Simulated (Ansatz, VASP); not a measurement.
# SiGe3: VASP beside Ansatz

One calculation is typed for both programs; each brings its own data sets. How far apart do they land? The cell is generated by rule, not measured, and may not be a known phase. The cell is taken from a series of runs on this material, whose earlier steps may have relaxed, scaled, displaced or heated it; both programs get it as it stands.

Calculated with Ansatz 0.2.0; plane waves, with VASP 6.6.1 beside it; relaxation of cell and atoms at LDA.

The structure was built from a prototype and need not be the compound's stable phase.

## 1. Starting point

The structure is orthorhombic, space group Pmma (No. 51). The conventional cell has a = 3.932 Å, b = 3.934 Å, c = 11.111 Å, α = 90.00°, β = 90.00°, γ = 90.00°. Nearest to Ge lie 2 Si at 2.39 Å and 2 Ge at 2.42 Å. Nearest to Ge lie 4 Ge at 2.42 Å. Ge has 4 Ge at 2.42 Å nearest. Si has 2 Si at 2.36 Å and 2 Ge at 2.39 Å nearest. Farther neighbours are not listed.

As a file:

```cif
data_structure
_symmetry_space_group_name_H-M 'P 1'
_symmetry_Int_Tables_number 1
_cell_length_a 3.9318
_cell_length_b 3.9341
_cell_length_c 11.1106
_cell_angle_alpha 90.000
_cell_angle_beta 90.000
_cell_angle_gamma 90.000
_cell_volume 171.86
loop_
_atom_site_label
_atom_site_type_symbol
_atom_site_fract_x
_atom_site_fract_y
_atom_site_fract_z
_atom_site_occupancy
Ge1 Ge 0.50000 0.50000 0.24389 1
Ge2 Ge 0.00000 0.50000 0.37165 1
Ge3 Ge 0.00000 0.00000 0.49883 1
Ge4 Ge 0.50000 0.00000 0.62617 1
Ge5 Ge 0.50000 0.50000 0.75335 1
Ge6 Ge 0.00000 0.50000 0.88111 1
Si7 Si 0.00000 0.00000 0.00362 1
Si8 Si 0.50000 0.00000 0.12138 1
```

## 2. VASP: relaxation of cell and atoms, LDA

The relaxed volume is the usual yardstick between codes: in a stiff, nearly cubic crystal its relative difference is about their pressure difference at one cell divided by the bulk modulus.

Lines of VASP's logs that name or quote its potential files are left out, and so is its time.

File INCAR:

```
SYSTEM = SiGe3
PREC = Accurate
ENCUT = 500
EDIFF = 1E-07
NELM = 120
ISMEAR = 0
SIGMA = 0.01
LREAL = .FALSE.
ALGO = Normal
GGA = CA
NBANDS = 57
LORBIT = 11
LWAVE = .FALSE.
LCHARG = .FALSE.
ISIF = 3
IBRION = 2
NSW = 80
EDIFFG = -0.005
LASPH = .TRUE.
GGA_COMPAT = .FALSE.
NELMIN = 4
EFERMI = MIDGAP
KPAR = 2
```

File POSCAR:

```
SiGe3
1.0
    2.7801720000      2.7801720000      0.0000000000
   -2.7818210000      2.7818210000      0.0000000000
    0.0000000000      0.0000000000     11.1106430000
Ge Si
6 2
Direct
    0.5000000000      0.4999998203      0.2438939853
    0.0000000000      0.4999998203      0.3716508577
    0.0000000000      0.0000000000      0.4988298157
    0.5000000000      0.0000000000      0.6261701505
    0.5000000000      0.4999998203      0.7533491086
    0.0000000000      0.4999998203      0.8811059810
    0.0000000000      0.0000000000      0.0036243627
    0.5000000000      0.0000000000      0.1213756036
```

File KPOINTS:

```
Automatic mesh
0
Gamma
8 8 4
0 0 0
```

The projector-augmented-wave data sets are Ge_d and Si (LDA family, release 64).

Command:

```sh
> mpirun -np 2 vasp_std
```

Numbers of over 12 decimals in the logs are rounded to 6 here.

The log of the run:

```text
[banner, memory and clock lines left out]
running    2 mpi-ranks, on    1 nodes
 distrk:  each k-point on    1 cores,    2 groups
 distr:  one band on    1 cores,    1 groups

 POSCAR found type information on POSCAR GeSi
 POSCAR found :  2 types and       8 ions
 LDA part: xc-table for (Slater(with rela. corr.)+CA(PZ))
 , standard interpolation
 POSCAR, INCAR and KPOINTS ok, starting setup
 FFT: planning ... GRIDC
 FFT: planning ... GRID_SOFT
 FFT: planning ... GRID
 WAVECAR not read
 entering main loop
       N       E                     dE             d eps       ncg     rms          rms(c)
DAV:   1     0.106172488455E+04    0.10617E+04   -0.41403E+04 10290   0.393E+03
DAV:   2     0.165536477089E+03   -0.89619E+03   -0.86241E+03  8550   0.103E+03
DAV:   3    -0.275846153717E+02   -0.19312E+03   -0.18697E+03  9168   0.244E+02
DAV:   4    -0.433873037689E+02   -0.15803E+02   -0.15632E+02 10044   0.776E+01
DAV:   5    -0.438390630391E+02   -0.45176E+00   -0.45085E+00  9791   0.149E+01    0.777E+00
DAV:   6    -0.432912277426E+02    0.54784E+00   -0.33690E-01 11612   0.369E+00    0.444E+00
DAV:   7    -0.430243361915E+02    0.26689E+00   -0.45927E-01  9549   0.379E+00    0.366E-01
DAV:   8    -0.430272461855E+02   -0.29100E-02   -0.45793E-02 10870   0.371E+00    0.306E-01
DAV:   9    -0.430276021516E+02   -0.35597E-03   -0.42987E-03 13055   0.137E+00    0.146E-01
DAV:  10    -0.430277905291E+02   -0.18838E-03   -0.10402E-03 10030   0.342E-01    0.413E-02
DAV:  11    -0.430278090327E+02   -0.18504E-04   -0.12679E-04 11066   0.177E-01    0.203E-02
DAV:  12    -0.430278105535E+02   -0.15209E-05   -0.21295E-05 11017   0.178E-01    0.654E-03
DAV:  13    -0.430278108655E+02   -0.31193E-06   -0.59768E-06 10922   0.603E-02    0.332E-03
DAV:  14    -0.430278107371E+02    0.12841E-06   -0.19261E-06 14343   0.188E-02    0.830E-04
DAV:  15    -0.430278107958E+02   -0.58777E-07   -0.72280E-07  8138   0.176E-02
   1 F= -.43027811E+02 E0= -.43027811E+02  d E =-.430278E+02
 curvature:   0.00 expect dE= 0.000E+00 dE for cont linesearch  0.000E+00
 trial: gam= 0.00000 g(F)=  0.122E-04 g(S)=  0.485E-04 ort = 0.000E+00 (trialstep = 0.100E+01)
 search vector abs. value=  0.607E-04
 bond charge predicted
       N       E                     dE             d eps       ncg     rms          rms(c)
DAV:   1    -0.430286301592E+02   -0.81942E-03   -0.13163E-02 11428   0.129E+00    0.169E-01
DAV:   2    -0.430280539543E+02    0.57620E-03   -0.13372E-03 11162   0.388E-01    0.849E-02
DAV:   3    -0.430278592791E+02    0.19468E-03   -0.40388E-04 11553   0.200E-01    0.213E-02
DAV:   4    -0.430278496573E+02    0.96218E-05   -0.38866E-05 10007   0.787E-02    0.129E-02
DAV:   5    -0.430278464832E+02    0.31740E-05   -0.96145E-06 11008   0.963E-02    0.358E-03
DAV:   6    -0.430278465959E+02   -0.11264E-06   -0.28156E-06  9585   0.526E-02    0.167E-03
DAV:   7    -0.430278466803E+02   -0.84423E-07   -0.11072E-06  8839   0.100E-02    0.509E-04
DAV:   8    -0.430278466574E+02    0.22941E-07   -0.13475E-07  5226   0.510E-03
   2 F= -.43027847E+02 E0= -.43027847E+02  d E =-.358615E-04
 trial-energy change:   -0.000036  1 .order   -0.000029   -0.000061    0.000002
 step:   0.9760(harm=  0.9610)  dis= 0.00044  next Energy=   -43.027847 (dE=-0.359E-04)
 reached required accuracy - stopping structural energy minimisation
```

From OUTCAR (step 2):

```text
ion  position               nearest neighbor table
   1  0.500  0.500  0.244-   8 2.39   8 2.39   2 2.42   2 2.42
   2  0.000  0.500  0.372-   3 2.42   3 2.42   1 2.42   1 2.42
   3  0.000  0.000  0.499-   2 2.42   2 2.42   4 2.42   4 2.42
   4  0.500  0.000  0.626-   5 2.42   5 2.42   3 2.42   3 2.42
   5  0.500  0.500  0.753-   4 2.42   4 2.42   6 2.42   6 2.42
   6  0.000  0.500  0.881-   7 2.39   7 2.39   5 2.42   5 2.42
   7  0.000  0.000  0.004-   8 2.36   8 2.36   6 2.39   6 2.39
   8  0.500  0.000  0.121-   7 2.36   7 2.36   1 2.39   1 2.39

  LATTYP: Found a simple orthorhombic cell.
 ALAT       =     3.9317569481
 B/A-ratio  =     1.0005931288
 C/A-ratio  =     2.8258722873

 Subroutine GETGRP returns: Found  8 space group operations
 (whereof  4 operations were pure point group operations)

The static configuration has the point symmetry C_2v.
 The point group associated with its full space group is D_2h.

 Found     75 irreducible k-points:

   k-points           NKPTS =     75   k-points in BZ     NKDIM =     75   number of bands    NBANDS=     57

   dimension x,y,z NGX =    30 NGY =   30 NGZ =   84
   dimension x,y,z NGXF=    60 NGYF=   60 NGZF=  168

   ENCUT  =  500.0 eV  36.75 Ry    6.06 a.u.   7.17  7.17 20.26*2*pi/ulx,y,z

   NELECT =      92.0000    total number of electrons

 k-points in reciprocal lattice and weights: Automatic mesh
   0.00000000  0.00000000  0.00000000       0.004
   0.12500000  0.00000000  0.00000000       0.008
   0.25000000  0.00000000  0.00000000       0.008
   0.37500000  0.00000000  0.00000000       0.008
   0.50000000  0.00000000  0.00000000       0.004
   0.00000000  0.12500000  0.00000000       0.008
   0.12500000  0.12500000  0.00000000       0.016
   0.25000000  0.12500000  0.00000000       0.016
   0.37500000  0.12500000  0.00000000       0.016
[...]
0.37500000  0.50000000  0.50000000       0.008
   0.50000000  0.50000000  0.50000000       0.004

 average (electrostatic) potential at core
       1 -74.8011       2 -74.8509       3 -74.8450       4 -74.8450       5 -74.8509
       6 -74.8011       7 -86.0058       8 -86.0058

 E-fermi :   5.3200

 k-point     1 :       0.0000    0.0000    0.0000
  band No.  band energies     occupation
    ...
     42       3.1236      2.00000
     43       3.2422      2.00000
     44       5.1307      2.00000
     45       5.1856      2.00000
     46       5.2107      2.00000
     47       5.5411      0.00000
     48       5.7845      0.00000
     49       6.0643      0.00000
     50       6.1837      0.00000
     51       6.3010      0.00000
    ...

 k-point     2 :       0.1250    0.0000    0.0000
  band No.  band energies     occupation
    ...
     42       3.1920      2.00000
     43       3.2059      2.00000
     44       3.6868      2.00000
     45       4.5767      2.00000
     46       5.1004      2.00000
     47       5.8958      0.00000
     48       6.3960      0.00000
     49       6.8622      0.00000
     50       6.8630      0.00000
     51       7.1115      0.00000
    ...

 k-point     3 :       0.2500    0.0000    0.0000
  band No.  band energies     occupation
    ...
     42       3.0500      2.00000
     43       3.4041      2.00000
     44       3.4046      2.00000
     45       3.4263      2.00000
     46       4.8202      2.00000
     47       6.2244      0.00000
     48       6.8437      0.00000
     49       7.0388      0.00000
     50       7.2142      0.00000
     51       8.2541      0.00000
    ...

  Total       -0.0096333     -0.0096333     -0.0060144     -0.0032825      0.0000000      0.0000000
  in kB       -0.0897243     -0.0897243     -0.0560181     -0.0305732      0.0000000      0.0000000
  external PRESSURE =      -0.0784889 kB  Pullay stress =       0.0000000 kB

  energy-cutoff  :      500.00
  volume of cell :      172.02
      direct lattice vectors                 reciprocal lattice vectors
     2.780967557  2.780967557  0.000000000     0.179793539  0.179793539  0.000000000
    -2.782659484  2.782659484  0.000000000    -0.179684220  0.179684220  0.000000000
     0.000000000  0.000000000 11.114489552     0.000000000  0.000000000  0.089972643

 POSITION                                       TOTAL-FORCE (eV/Angst)
 -----------------------------------------------------------------------------------
     -0.00085      2.78181      2.71030         0.000000      0.000000     -0.004398
     -1.39133      1.39133      4.13075         0.000000      0.000000     -0.002633
      0.00000      0.00000      5.54426         0.000000      0.000000     -0.000399
      1.39048      1.39048      6.95954         0.000000      0.000000      0.000399
     -0.00085      2.78181      8.37305         0.000000      0.000000      0.002633
     -1.39133      1.39133      9.79350         0.000000      0.000000      0.004398
      0.00000      0.00000      0.04057         0.000000      0.000000      0.002504
      1.39048      1.39048      1.34874         0.000000      0.000000     -0.002504
 -----------------------------------------------------------------------------------
    total drift:                               -0.001211      0.001211      0.000001

  FREE ENERGIE OF THE ION-ELECTRON SYSTEM (eV)
  ---------------------------------------------------
  free  energy   TOTEN  =       -43.0278466574 eV

  energy  without entropy=      -43.0278466574  energy(sigma->0) =      -43.02784666

 reached required accuracy - stopping structural energy minimisation

 total charge
# of ion       s       p       d       tot
------------------------------------------
    1        1.130   1.330  10.028  12.488
    2        1.136   1.299  10.028  12.462
    3        1.136   1.301  10.028  12.466
    4        1.136   1.301  10.028  12.466
    5        1.136   1.299  10.028  12.462
    6        1.130   1.330  10.028  12.488
    7        0.765   0.916   0.000   1.681
    8        0.765   0.916   0.000   1.681
--------------------------------------------------
tot          8.332   9.693  60.169  78.194

[... 3 further parts left out ...]
```

The run keeps the 8 symmetry operations of its start, so it cannot find a distortion of lower symmetry.

(Continued in part 2 of 2.)

[Lines on the potential files, build, host, timing and source positions are cut from VASP's logs without a mark.]

[Logs are printed without paths, hosts, clocks, repeated set-up lines and the standing remarks that a program may print on its own settings, such as how far it seeks lower states.]

[Hosts, paths, dates, database ids (printed as entryN), source tags and the programs' standing remarks are cut or masked in the printed files.]
